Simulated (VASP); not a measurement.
Given:

```xyz
1
Lattice="0.0000 2.4460 2.4460 2.4460 0.0000 2.4460 2.4460 2.4460 0.0000" Properties=species:S:1:pos:R:3 pbc="T T T"
Pb     0.0000     0.0000     0.0000
```

The numbers are results of revTPSS meta-GGA, VASP's PBE PAW potentials (set 64) (plane waves; VASP), not measurements. Settings: 520 eV cut-off, 13×13×13 Γ-centred mesh, first-order Methfessel-Paxton smearing of 0.10 eV, potentials Pb_d.

Unless said otherwise, spin-orbit coupling is left out, though it shifts the bands of the heavy elements here.

Problem. What does the run give for the energy per atom (σ→0), pressure, band gap (on the k-mesh) with the smallest direct gap where there is one?

Solution. 
```
Quantity                                                    Result
------------------------  ----------------------------------------
band gap (on the k-mesh)  none (metal, semimetal or under 0.01 eV)
energy per atom (σ→0)                               40.116 eV/atom
pressure                                                  1.58 GPa
```

Only differences to runs with the same potentials and settings are physical.

The compound is Pb in the fcc structure. This cell is one point of a volume scan, at 0.97 of the reference volume.
